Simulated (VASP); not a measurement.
# InSbO2 (P4mm) in VASP: density of states with PBE

Aim: the density of states of InSbO2 with PBE.

Program: VASP 6.6.1. These are calculated values, not measurements. Logs are shortened: lines on timing, memory, paths and dates and some standing lists are left out, and cuts for length are marked.

### 1 Starting point

Symmetry: P4mm, No. 99, tetragonal system. Conventional cell: a = 3.803 Å, b = 3.803 Å, c = 5.032 Å, α = 90.00°, β = 90.00°, γ = 90.00°. In (site symmetry 4mm) has 4 O at 2.37 Å as nearest neighbours. Sb (site symmetry 4mm) is surrounded by 4 O at 2.15 Å. O (site symmetry 2mm) has 2 Sb at 2.15 Å and 2 In at 2.37 Å as nearest neighbours.

The cell was built by a generator and needn't be a form met in nature.

### 2 Density of states, PBE

Contents of POSCAR:

```
InSbO2
1.0
    3.8026500000      0.0000000000      0.0000000000
    0.0000000000      3.8026500000      0.0000000000
    0.0000000000      0.0000000000      5.0316500000
In Sb O
1 1 2
Direct
    0.0000000000      0.0000000000      0.2792130000
    0.5000000000      0.5000000000      0.7966870000
    0.0000000000      0.5000000000      0.9971380000
    0.5000000000      0.0000000000      0.9971380000
```

Contents of INCAR.step1:

```
SYSTEM = InSbO2
PREC     = Accurate       ! precision mode
ENCUT    = 520            ! plane-wave cutoff, eV
EDIFF    = 1E-6           ! SCF threshold, eV
ISMEAR   = 0              ! smearing method
SIGMA    = 0.1            ! smearing width, eV
LREAL    = .False.        ! projectors in reciprocal space
LASPH    = .True.         ! aspherical terms in the spheres
NELM     = 100            ! most SCF steps
ALGO     = Fast           ! electronic algorithm
ISIF     = 2              ! what is computed and relaxed
LWAVE    = .False.        ! write WAVECAR
LCHARG   = .True.         ! write CHGCAR
GGA      = PE             ! functional
NBANDS   = 23             ! bands
KPAR     = 2
```

Contents of KPOINTS.step1:

```
Automatic mesh
0
Gamma
  10 10 8
  0 0 0
```

Contents of INCAR.step2:

```
SYSTEM = InSbO2
PREC     = Accurate       ! precision mode
ENCUT    = 520            ! plane-wave cutoff, eV
EDIFF    = 1E-6           ! SCF threshold, eV
ISMEAR   = -5             ! smearing method
SIGMA    = 0.1            ! smearing width, eV
LREAL    = .False.        ! projectors in reciprocal space
LASPH    = .True.         ! aspherical terms in the spheres
NELM     = 100            ! most SCF steps
ALGO     = Fast           ! electronic algorithm
ISIF     = 2              ! what is computed and relaxed
LWAVE    = .False.        ! write WAVECAR
LCHARG   = .False.        ! write CHGCAR
GGA      = PE             ! functional
LORBIT   = 11             ! projections on sites
NBANDS   = 23             ! bands
KPAR     = 2            
NEDOS    = 2001           ! points of the DOS
ICHARG   = 11             ! starting density
```

Contents of KPOINTS.step2:

```
Automatic mesh
0
Gamma
  15 15 12
  0 0 0
```

Potentials or basis: VASP PAW PBE potentials, release 64 (In_d, Sb, O).

Command:

```
cat potpaw_PBE.64/In_d/POTCAR potpaw_PBE.64/Sb/POTCAR potpaw_PBE.64/O/POTCAR > POTCAR
cp INCAR.step1 INCAR
cp KPOINTS.step1 KPOINTS
mpirun -np 2 vasp_std > vasp.out
cp INCAR.step2 INCAR
cp KPOINTS.step2 KPOINTS
mpirun -np 2 vasp_std > vasp.out
```

OUTCAR:

```text
SYSTEM = InSbO2
   PREC = Accurate
   ENCUT = 520
   EDIFF = 1E-6
   ISMEAR = -5
   LREAL = .False.
   LASPH = .True.
   NELM = 100
   ISIF = 2
   GGA = PE
   LORBIT = 11
   ICHARG = 11

 ion  position               nearest neighbor table
   1  0.000  0.000  0.279-   3 2.37   4 2.37   3 2.37   4 2.37   2 3.62   2 3.62   2 3.62   2 3.62
                             2 3.74   2 3.74   2 3.74   2 3.74
   2  0.500  0.500  0.797-   3 2.15   4 2.15   4 2.15   3 2.15   1 3.62   1 3.62   1 3.62   1 3.62
                             1 3.74   1 3.74   1 3.74   1 3.74
   3  0.000  0.500  0.997-   2 2.15   2 2.15   1 2.37   1 2.37
   4  0.500  0.000  0.997-   2 2.15   2 2.15   1 2.37   1 2.37

  LATTYP: Found a simple tetragonal cell.
 ALAT       =     3.8026500000
 C/A-ratio  =     1.3231956662

  Lattice vectors:

 A1 = (   3.8026500000,   0.0000000000,   0.0000000000)
 A2 = (   0.0000000000,   3.8026500000,   0.0000000000)
 A3 = (   0.0000000000,   0.0000000000,   5.0316500000)

Analysis of symmetry for initial positions (statically):
=====================================================================
 Subroutine PRICEL returns:
 Original cell was already a primitive cell.

 Routine SETGRP: Setting up the symmetry group for a
 simple tetragonal supercell.

 Subroutine GETGRP returns: Found  8 space group operations
 (whereof  8 operations were pure point group operations)
 out of a pool of 16 trial point group operations.

The static configuration has the point symmetry C_4v.

Analysis of symmetry for dynamics (positions and initial velocities):
=====================================================================
 Subroutine PRICEL returns:
 Original cell was already a primitive cell.

 Routine SETGRP: Setting up the symmetry group for a
 simple tetragonal supercell.

 Subroutine GETGRP returns: Found  8 space group operations
 (whereof  8 operations were pure point group operations)
 out of a pool of 16 trial point group operations.

The dynamic configuration has the point symmetry C_4v.

 Subroutine INISYM returns: Found  8 space group operations
 (whereof  8 operations are pure point group operations),
 and found     1 'primitive' translations

----------------------------------------------------------------------------------------

                                     Primitive cell

  volume of cell :      72.7584

  direct lattice vectors                    reciprocal lattice vectors
     3.802650000  0.000000000  0.000000000     0.262974505  0.000000000  0.000000000
     0.000000000  3.802650000  0.000000000     0.000000000  0.262974505  0.000000000
     0.000000000  0.000000000  5.031650000     0.000000000  0.000000000  0.198741963

  length of vectors
     3.802650000  3.802650000  5.031650000     0.262974505  0.262974505  0.198741963

  position of ions in fractional coordinates (direct lattice)
     0.000000000  0.000000000  0.279213000
     0.500000000  0.500000000  0.796687000
     0.000000000  0.500000000  0.997138000
     0.500000000  0.000000000  0.997138000

  ion indices of the primitive-cell ions
   primitive index   ion index
                 1           1
                 2           2
                 3           3
                 4           4

----------------------------------------------------------------------------------------

 KPOINTS: Automatic mesh

Automatic generation of k-mesh.
 Grid dimensions read from file:
 generate k-points for:   15   15   12

 Generating k-lattice:

  Cartesian coordinates                     Fractional coordinates (reciprocal lattice)
     0.017531634  0.000000000  0.000000000     0.066666667  0.000000000  0.000000000
     0.000000000  0.017531634  0.000000000     0.000000000  0.066666667  0.000000000
     0.000000000  0.000000000  0.016561830     0.000000000  0.000000000  0.083333333

  Length of vectors
     0.017531634  0.017531634  0.016561830

  Shift w.r.t. Gamma in fractional coordinates (k-lattice)
     0.000000000  0.000000000  0.000000000

 TETIRR: Found   4038 inequivalent tetrahedra from    16200

 Subroutine IBZKPT returns following result:
 ===========================================

 Found    252 irreducible k-points:

 Following reciprocal coordinates:
            Coordinates               Weight
  0.000000  0.000000  0.000000      1.000000
  0.066667  0.000000  0.000000      4.000000
  0.133333  0.000000  0.000000      4.000000
  0.200000  0.000000  0.000000      4.000000
  0.266667  0.000000  0.000000      4.000000
  0.333333  0.000000  0.000000      4.000000
[... 16 lines left out ...]
  0.266667  0.200000  0.000000      8.000000
  0.333333  0.200000  0.000000      8.000000
 [... further k-points ...]
   k-points           NKPTS =    252   k-points in BZ     NKDIM =    252   number of bands    NBANDS=     23
   number of dos      NEDOS =   2001   number of ions     NIONS =      4
   total plane-waves  NPLWV =  31360
   dimension x,y,z NGX =    28 NGY =   28 NGZ =   40
   dimension x,y,z NGXF=    56 NGYF=   56 NGZF=   80
   ions per type =               1   1   2
   NGX,Y,Z   is equivalent  to a cutoff of  12.24, 12.24, 13.22 a.u.
   NGXF,Y,Z  is equivalent  to a cutoff of  24.48, 24.48, 26.43 a.u.
 SYSTEM =  InSbO2
   PREC   = accura    normal or accurate (medium, high low for compatibility)
   ISTART =      0    job   : 0-new  1-cont  2-samecut
   ICHARG =     11    charge: 1-file 2-atom 10-const
   ISPIN  =      1    spin polarized calculation?
   LNONCOLLINEAR =      F non collinear calculations
   LSORBIT =      F    spin-orbit coupling
   LASPH  =      T    aspherical Exc in radial PAW
   ENCUT  =  520.0 eV  38.22 Ry    6.18 a.u.   7.07  7.07  9.36*2*pi/ulx,y,z
   NELM   =    100;   NELMIN=  2; NELMDL=  0     # of ELM steps
   EDIFF  = 0.1E-05   stopping-criterion for ELM
   LREAL  =      F    real-space projection
   EDIFFG = 0.1E-04   stopping-criterion for IOM
   NSW    =      0    number of steps for IOM
   IBRION =     -1    ionic relax: 0-MD 1-quasi-New 2-CG
   NFREE  =      0    steps in history (QN), initial steepest desc. (CG)
   ISIF   =      2    stress and relaxation
   ISYM   =      2    0-nonsym 1-usesym 2-fastsym
   POTIM  = 0.5000    time-step for ionic-motion
   TEBEG  =    0.0;   TEEND  =   0.0 temperature during run
   PSTRESS=    0.0 pullay stress
   NELECT =      30.0000    total number of electrons
   NUPDOWN=      -1.0000    fix difference up-down
   EMIN   =  10.00;   EMAX   =-10.00  energy-range for DOS
   EFERMI =   0.00;   METHOD = LEGACY
   ISMEAR =    -5;   SIGMA  =   0.10  broadening in eV -4-tet -1-fermi 0-gaus
   EFERMI_NEDOS =   21; number of points for ismear=-14 and -15
   IALGO  =     68    algorithm
   IMIX   =      4    mixing-type and parameters
     AMIX     =   0.40;   BMIX     =  1.00
     AMIX_MAG =   1.60;   BMIX_MAG =  1.00
  volume/ion in A,a.u.               =      18.19       122.75
  Fermi-wavevector in a.u.,A,eV,Ry     =   1.218487  2.302606 20.200711  1.484710
  Thomas-Fermi vector in A             =   2.353772
   LORBIT       =     11    0 simple, 1 ext, 2 COOP (PROOUT), +10 PAW based schemes
   GGA     = PE    functional components
   LHFCALC =     F    Hartree Fock is set to
   AEXX    =    0.0000 exact exchange contribution
   IVDW    =     0    specifies the selected vdW correction
   LEPSILON=     F    determine dielectric tensor
   LRPA    =     F    only Hartree local field effects (RPA)
 non-spin polarized calculation
 RMM-DIIS sequential band-by-band and
 Fermi weights with tetrahedron method with Bloechl corrections
  energy-cutoff  :      520.00
  volume of cell :       72.76
 maximum number of plane-waves:      1979

 number of electron      29.9999978 magnetization

 Free energy of the ion-electron system (eV)
  ---------------------------------------------------
  ext. energy  EPLUGINS =         0.00000000
  ---------------------------------------------------
  free energy    TOTEN  =       -20.97263504 eV

  energy without entropy =      -20.97263504  energy(sigma->0) =      -20.97263504

 E-fermi :   6.0435     XC(G=0):  -9.9148

 val. band max:        6.0350814484   @ k =   0.1333   0.1333   0.0000
 cond. band min:       6.6672058120   @ k =   0.4667   0.4667   0.0000
 fundamental gap:      0.6321243636
 Fermi energy:         6.0434534841

 k-point     1 :       0.0000    0.0000    0.0000
  band No.  band energies     occupation
      1     -13.7862      2.00000
      2     -11.6820      2.00000
      3      -7.5543      2.00000
      4      -7.5543      2.00000
      5      -7.5372      2.00000
      6      -7.5188      2.00000
[... 15 lines left out ...]
     22      13.2513      0.00000
     23      13.8322      0.00000

 k-point     2 :       0.0667    0.0000    0.0000
  band No.  band energies     occupation
      1     -13.7641      2.00000
      2     -11.7037      2.00000
      3      -7.5668      2.00000
      4      -7.5541      2.00000
      5      -7.5388      2.00000
      6      -7.5157      2.00000
[... 15 lines left out ...]
     22      13.3763      0.00000
     23      14.2464      0.00000

 k-point     3 :       0.1333    0.0000    0.0000
  band No.  band energies     occupation
      1     -13.6981      2.00000
      2     -11.7677      2.00000
      3      -7.5845      2.00000
      4      -7.5539      2.00000
      5      -7.5429      2.00000
      6      -7.5072      2.00000
[... 15 lines left out ...]
     22      13.4994      0.00000
     23      15.0967      0.00000
[... 495 lines left out ...]
 k-point    23 :       0.2667    0.2000    0.0000
  band No.  band energies     occupation
      1     -13.2833      2.00000
      2     -12.1069      2.00000
      3      -7.5912      2.00000
      4      -7.5824      2.00000
      5      -7.5315      2.00000
      6      -7.4644      2.00000
[... 15 lines left out ...]
     22      14.8652      0.00000
     23      15.2228      0.00000

 k-point    24 :       0.3333    0.2000    0.0000
  band No.  band energies     occupation
      1     -13.1282      2.00000
      2     -12.2363      2.00000
      3      -7.5939      2.00000
      4      -7.5849      2.00000
      5      -7.5226      2.00000
      6      -7.4512      2.00000
[... 15 lines left out ...]
     22      14.6470      0.00000
     23      15.1095      0.00000

 [... further k-points ...]

------------------------ aborting loop because EDIFF is reached ----------------------------------------

  FORCE on cell =-STRESS in cart. coord.  units (eV):
  Direction    XX          YY          ZZ          XY          YZ          ZX
  --------------------------------------------------------------------------------------
  -------------------------------------------------------------------------------------
  Total       -0.0174997     -0.0174997     -0.0000230      0.0000000      0.0000000      0.0000000
  in kB       -0.3853530     -0.3853530     -0.0005074      0.0000000      0.0000000      0.0000000
  external PRESSURE =      -0.2570711 kB  Pullay stress =       0.0000000 kB

 VOLUME and BASIS-vectors are now :
 -----------------------------------------------------------------------------
  energy-cutoff  :      520.00
  volume of cell :       72.76
      direct lattice vectors                 reciprocal lattice vectors
     3.802650000  0.000000000  0.000000000     0.262974505  0.000000000  0.000000000
     0.000000000  3.802650000  0.000000000     0.000000000  0.262974505  0.000000000
     0.000000000  0.000000000  5.031650000     0.000000000  0.000000000  0.198741963

 POSITION                                       TOTAL-FORCE (eV/Angst)
 -----------------------------------------------------------------------------------
      0.00000      0.00000      1.40490         0.000000     -0.000000      0.002282
      1.90132      1.90132      4.00865         0.000000      0.000000      0.000322
      0.00000      1.90132      5.01725         0.000000      0.000000     -0.001302
      1.90132      0.00000      5.01725         0.000000      0.000000     -0.001302
 -----------------------------------------------------------------------------------
    total drift:                               -0.000000     -0.000000     -0.000705

  FREE ENERGIE OF THE ION-ELECTRON SYSTEM (eV)
  ---------------------------------------------------
  free  energy   TOTEN  =       -20.9726350380 eV

  energy  without entropy=      -20.9726350380  energy(sigma->0) =      -20.97263504

 total charge

# of ion       s       p       d       tot
------------------------------------------
    1        0.960   0.407   9.896  11.263
    2        1.243   0.860   0.104   2.207
    3        1.581   3.415   0.000   4.996
    4        1.581   3.415   0.000   4.996
--------------------------------------------------
tot          5.365   8.096  10.001  23.462
```

Wall time 4.2 min (2 MPI ranks of Intel Xeon Platinum 8175M at 2.50GHz (Skylake/Cascade Lake), shared host); peak memory 0.48 GiB.

What came out:

```
Valence electrons inside the program's atomic spheres : In 11.26; Sb 2.21; O 5.00
```

Levels at points of the mesh, in eV from the valence-band top:
```tsv
k point	band 11	band 12	band 13	band 14	band 15	band 16	band 17	band 18	band 19	band 20
(0.00, 0.00, 0.00)	-5.46	-2.95	-2.42	-2.42	-0.47	2.02	4.46	4.46	5.66	6.69
(0.00, 0.00, 0.50)	-3.30	-2.98	-2.42	-2.42	-1.79	1.73	3.34	3.34	4.55	8.46
```

States per cell in windows of 1 eV (zero at the valence-band top; states under -8 eV left out):
| from (eV) | total | O3_p | O4_p | Sb2_p | In1_p | In1_s | Sb2_s |
| --- | --- | --- | --- | --- | --- | --- | --- |
| -8.0 | 0.00 | 0.00 | 0.00 | 0.00 | 0.00 | 0.00 | 0.00 |
| -7.0 | 1.48 | 0.28 | 0.28 | 0.12 | 0.03 | 0.15 | 0.01 |
| -6.0 | 2.65 | 0.56 | 0.56 | 0.22 | 0.05 | 0.21 | 0.04 |
| -5.0 | 2.20 | 0.51 | 0.51 | 0.15 | 0.05 | 0.10 | 0.03 |
| -4.0 | 2.38 | 0.65 | 0.65 | 0.10 | 0.07 | 0.02 | 0.05 |
| -3.0 | 2.88 | 0.82 | 0.82 | 0.16 | 0.06 | 0.02 | 0.09 |
| -2.0 | 0.71 | 0.20 | 0.20 | 0.01 | 0.02 | 0.04 | 0.01 |
| -1.0 | 1.75 | 0.21 | 0.21 | 0.04 | 0.11 | 0.38 | 0.09 |
| 0.0 | 0.03 | 0.00 | 0.00 | 0.00 | 0.00 | 0.00 | 0.00 |
| 1.0 | 0.99 | 0.05 | 0.05 | 0.20 | 0.06 | 0.04 | 0.02 |
| 2.0 | 1.62 | 0.13 | 0.13 | 0.22 | 0.12 | 0.05 | 0.08 |
| 3.0 | 2.33 | 0.21 | 0.21 | 0.39 | 0.12 | 0.19 | 0.06 |
| 4.0 | 1.22 | 0.10 | 0.10 | 0.26 | 0.07 | 0.03 | 0.04 |
| 5.0 | 1.96 | 0.13 | 0.13 | 0.26 | 0.32 | 0.04 | 0.02 |
| 6.0 | 1.91 | 0.12 | 0.12 | 0.26 | 0.41 | 0.02 | 0.01 |
| 7.0 | 2.33 | 0.15 | 0.15 | 0.28 | 0.57 | 0.05 | 0.00 |

The run has no spin-orbit coupling, so splittings on Sb are missing.
